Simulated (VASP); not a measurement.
All values below come from PBE GGA, VASP's PBE PAW potentials (set 64) (plane waves; VASP 6.6.1).

The input files of a VASP run:

KPOINTS:
```
Automatic mesh
0
Gamma
14 14 14
0 0 0
```

**INCAR**
```
! general
SYSTEM   =  HfN
PREC     =  Accurate
ENCUT    =  620   ! plane-wave cut-off (eV)
LREAL    =  .FALSE.
LASPH    =  .TRUE.

! electronic loop
EDIFF    =  1E-6
NELM     =  100   ! most electronic steps
ALGO     =  Normal   ! blocked Davidson
LMAXMIX  =  6

! smearing
ISMEAR   =  1   ! Methfessel-Paxton
SIGMA    =  0.1   ! width (eV)

! functional
GGA      =  PE   ! PBE

! ions
IBRION   =  2   ! conjugate gradients
NSW      =  40
ISIF     =  3   ! ions, shape and volume
EDIFFG   =  -0.02   ! ionic stop
PSTRESS  =  300

! output
LWAVE    =  .FALSE.
LCHARG   =  .FALSE.
```

File POSCAR:
```
HfN
1
    0.0000000000     2.1993019414     2.1993019414
    2.1993019414     0.0000000000     2.1993019414
    2.1993019414     2.1993019414     0.0000000000
Hf N
1 1
Direct
  1.0000000000   0.0000000000   1.0000000000
  0.5000000000   0.5000000000   0.5000000000
```

POTCAR, in this order: Hf_pv N (PBE.64 set). Program: vasp_std.

Output

OUTCAR:
```
 ion  position               nearest neighbor table
   1  0.000  0.000  0.000-   2 2.20   2 2.20   2 2.20   2 2.20   2 2.20   2 2.20
   2  0.500  0.500  0.500-   1 2.20   1 2.20   1 2.20   1 2.20   1 2.20   1 2.20
  LATTYP: Found a face centered cubic cell.
 ALAT       =     4.3986038828
 Subroutine PRICEL returns:
 Original cell was already a primitive cell.
 Subroutine GETGRP returns: Found 48 space group operations
The static configuration has the point symmetry O_h .
The dynamic configuration has the point symmetry O_h .
 Subroutine INISYM returns: Found 48 space group operations
 Subroutine IBZKPT returns following result:
 Found    104 irreducible k-points:

 Following reciprocal coordinates:
            Coordinates               Weight
  0.000000  0.000000  0.000000      1.000000
  0.071429  0.000000  0.000000      8.000000
  0.142857  0.000000  0.000000      8.000000
  0.214286  0.000000  0.000000      8.000000
  0.285714  0.000000  0.000000      8.000000
  0.357143  0.000000  0.000000      8.000000
  0.428571  0.000000  0.000000      8.000000
  0.500000  0.000000  0.000000      4.000000
  0.071429  0.071429  0.000000      6.000000
  0.142857  0.071429  0.000000     24.000000
  0.214286  0.071429  0.000000     24.000000
  0.285714  0.071429  0.000000     24.000000
  0.357143  0.071429  0.000000     24.000000
  0.428571  0.071429  0.000000     24.000000
  0.500000  0.071429  0.000000     24.000000
 -0.428571  0.071429  0.000000     24.000000
 -0.357143  0.071429  0.000000     24.000000
 -0.285714  0.071429  0.000000     24.000000
 -0.214286  0.071429  0.000000     24.000000
 -0.142857  0.071429  0.000000     24.000000
 -0.071429  0.071429  0.000000     12.000000
  0.142857  0.142857  0.000000      6.000000
  0.214286  0.142857  0.000000     24.000000
  0.285714  0.142857  0.000000     24.000000
...
```

OSZICAR:
```
       N       E                     dE             d eps       ncg     rms          rms(c)
DAV:   1     0.470288347359E+02    0.47029E+02   -0.92825E+03  2288   0.149E+03
DAV:   2    -0.221465488386E+02   -0.69175E+02   -0.65514E+02  3064   0.293E+02
DAV:   3    -0.245669309729E+02   -0.24204E+01   -0.23899E+01  2934   0.481E+01
DAV:   4    -0.245899861240E+02   -0.23055E-01   -0.22997E-01  2817   0.456E+00
DAV:   5    -0.245903626065E+02   -0.37648E-03   -0.37617E-03  3012   0.445E-01    0.580E+01
DAV:   6    -0.216252285258E+02    0.29651E+01   -0.14762E+01  2739   0.302E+01    0.464E+01
DAV:   7    -0.215949302279E+02    0.30298E-01   -0.66146E-01  2618   0.764E+00    0.279E+01
DAV:   8    -0.215871499052E+02    0.77803E-02   -0.86040E-02  2717   0.293E+00    0.622E+00
DAV:   9    -0.215791345114E+02    0.80154E-02   -0.46218E-02  2746   0.159E+00    0.168E+00
DAV:  10    -0.215787792383E+02    0.35527E-03   -0.19088E-03  2666   0.401E-01    0.383E-01
DAV:  11    -0.215787766426E+02    0.25957E-05   -0.24654E-04  2843   0.145E-01    0.646E-02
DAV:  12    -0.215787731714E+02    0.34712E-05   -0.14521E-05  2673   0.395E-02    0.347E-02
DAV:  13    -0.215787727929E+02    0.37845E-06   -0.54670E-07  1509   0.884E-03
   1 F= -.17594994E+02 E0= -.17594865E+02  d E =-.175950E+02
```

File OUTCAR:
```
------------------------ aborting loop because EDIFF is reached ----------------------------------------
  FORCE on cell =-STRESS in cart. coord.  units (eV):
  Direction    XX          YY          ZZ          XY          YZ          ZX
  --------------------------------------------------------------------------------------
  Total        3.9798338      3.9798338      3.9798338      0.0000000      0.0000000      0.0000000
  in kB      299.7029007    299.7029007    299.7029007      0.0000000      0.0000000      0.0000000
  external PRESSURE =      -0.2970993 kB  Pullay stress =     300.0000000 kB
  volume of cell :       21.28
      direct lattice vectors                 reciprocal lattice vectors
     0.000000000  2.199301941  2.199301941    -0.227344864  0.227344864  0.227344864
     2.199301941  0.000000000  2.199301941     0.227344864 -0.227344864  0.227344864
     2.199301941  2.199301941  0.000000000     0.227344864  0.227344864 -0.227344864
 POSITION                                       TOTAL-FORCE (eV/Angst)
 -----------------------------------------------------------------------------------
      0.00000      0.00000      0.00000        -0.000000     -0.000000     -0.000000
      2.19930      2.19930      2.19930         0.000000      0.000000      0.000000
 -----------------------------------------------------------------------------------
    total drift:                                0.000000      0.000000      0.000000
  FREE ENERGIE OF THE ION-ELECTRON SYSTEM (eV)
  ---------------------------------------------------
  free  energy   TOTEN  =       -21.5787727929 eV

  energy  without entropy=      -21.5783865807  energy(sigma->0) =      -21.57864406
  enthalpy is  TOTEN    =       -17.5949937671 eV   P V=        3.9837790258

 reached required accuracy - stopping structural energy minimisation
```
(Selected blocks of OUTCAR.)

### OUTCAR
```
 val. band max:        9.0984427806   @ k =   0.5000   0.2143   0.0000

 cond. band min:       9.1405486607   @ k =   0.3571   0.1429   0.0714


 Fermi energy:         9.1201525465

 k-point     1 :       0.0000    0.0000    0.0000
  band No.  band energies     occupation
      1     -21.7126      2.00000
      2     -21.7126      2.00000
      3     -21.7126      2.00000
      4      -8.8680      2.00000
      5       6.0007      2.00000
      6       6.0007      2.00000
      7       6.0007      2.00000
      8       8.7206      2.00000
      9       8.7206      2.00000
     10       8.7206      2.00000
     11      11.7232      0.00000

 k-point     2 :       0.0714    0.0000    0.0000
  band No.  band energies     occupation
      1     -21.7850      2.00000
      2     -21.7181      2.00000
      3     -21.7181      2.00000
      4      -8.7266      2.00000
      5       5.4657      2.00000
      6       5.6626      2.00000
      7       5.6626      2.00000
      8       8.8822      2.00389
      9       8.9129      2.01257
     10       8.9129      2.01257
     11      11.7280      0.00000

 k-point     3 :       0.1429    0.0000    0.0000
  band No.  band energies     occupation
      1     -21.9821      2.00000
      2     -21.7335      2.00000
      3     -21.7335      2.00000
      4      -8.3285      2.00000
      5       4.3176      2.00000
      6       4.9298      2.00000
      7       4.9298      2.00000
      8       9.1564      0.42925
      9       9.4083     -0.00036
     10       9.4083     -0.00036
     11      12.8336      0.00000

 k-point     4 :       0.2143    0.0000    0.0000
  band No.  band energies     occupation
      1     -22.2527      2.00000
      2     -21.7556      2.00000
      3     -21.7556      2.00000
      4      -7.7417      2.00000
      5       3.0319      2.00000
      6       4.1439      2.00000
      7       4.1439      2.00000
      8       9.5222     -0.00000
      9      10.1404     -0.00000
...
```

Unless said otherwise, spin-orbit coupling is left out, though it shifts the bands of the heavy elements here.

The compound is HfN in the rock salt structure. It was relaxed first under an external pressure of 30 GPa. The electron count is odd and the run is not spin-polarised, which forces a metal.
